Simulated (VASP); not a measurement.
The system is KRuO2.

```xyz
8
Lattice="3.9500 0.0000 0.0000 0.0000 3.9500 0.0000 0.0000 0.0000 8.1000" Properties=species:S:1:pos:R:3 pbc="T T T"
K     0.0000    1.9750    2.4300
K     1.9750    0.0000    5.6700
Ru    1.9750    0.0000    0.8100
Ru    0.0000    1.9750    7.2900
O     1.9750    0.0000    2.6730
O     0.0000    1.9750    5.4270
O     1.9750    1.9750    0.0000
O     0.0000    0.0000    0.0000
```

The cell was built by a generator and needn't be a form met in nature.

- Program: VASP 6.6.1
- Task: relaxation of cell and atoms
- Functional: PBE
- Potentials or basis: VASP PAW PBE potentials, release 64 (K_sv, Ru_pv, O)
- Cutoff: 520 eV
- k mesh: 4 × 4 × 2
- Occupations: gaussian, width 0.15 eV
- Spin: no spin polarisation

At the start: pressure 2.3 GPa; volume 15.80 Å³/atom.

Q: How do energy, volume and symmetry change on relaxing?

A: Over 23 steps the energy falls by 113.6 meV/atom and the volume is 16.16 Å³/atom (+2.3 %); space group P4/nmm (No. 129, to 0.05 Å).

Step by step:
```tsv
step	energy change (eV)	largest force (eV/Å)	pressure (GPa)	volume (Å³)
1	0.0000	1.2780	2.31	126.38
2	-0.3251	1.0783	-1.55	130.58
3	-0.4340	1.3852	-5.27	135.33
4	-0.5836	0.7455	-3.87	134.08
5	-0.6519	0.5616	-1.76	132.31
6	-0.7386	0.5091	-0.71	130.38
7	-0.7824	1.2154	1.93	126.18
8	-0.7929	0.8691	1.04	127.45
9	-0.8448	0.4830	1.19	127.67
10	-0.8878	0.5858	1.40	128.20
11	-0.8899	0.3375	-0.88	130.18
12	-0.8991	0.2571	0.24	129.23
13	-0.9044	0.0940	-0.05	129.33
14	-0.9065	0.0987	-0.27	129.46
15	-0.9070	0.0978	0.21	129.14
16	-0.9073	0.0821	-0.03	129.23
17	-0.9073	0.0917	0.08	129.26
18	-0.9071	0.0854	-0.17	129.35
19	-0.9072	0.0895	0.08	129.28
20	-0.9073	0.0840	0.02	129.27
21	-0.9072	0.0824	0.04	129.26
22	-0.9078	0.0804	-0.05	129.27
23	-0.9088	0.0789	-0.07	129.27
```

Final structure:
```yaml
crystal:
  lattice:
    - [3.99430, 0.00000, 0.00000]
    - [0.00000, 3.99430, 0.00000]
    - [0.00000, 0.00000, 8.10274]
  atoms:
    - { symbol: K, position: [0.00000, 0.50000, 0.35306] }
    - { symbol: K, position: [0.50000, 0.00000, 0.64694] }
    - { symbol: Ru, position: [0.50000, 0.00000, 0.07919] }
    - { symbol: Ru, position: [0.00000, 0.50000, 0.92081] }
    - { symbol: O, position: [0.50000, 0.00000, 0.31366] }
    - { symbol: O, position: [0.00000, 0.50000, 0.68634] }
    - { symbol: O, position: [0.50000, 0.50000, 0.00000] }
    - { symbol: O, position: [0.00000, 0.00000, 0.00000] }
```

Caveat: the k mesh is coarse (spacing up to 0.40 Å⁻¹), so the values aren't converged; the relaxation stopped at a loose force limit of 0.08 eV/Å, so its end isn't a converged minimum.
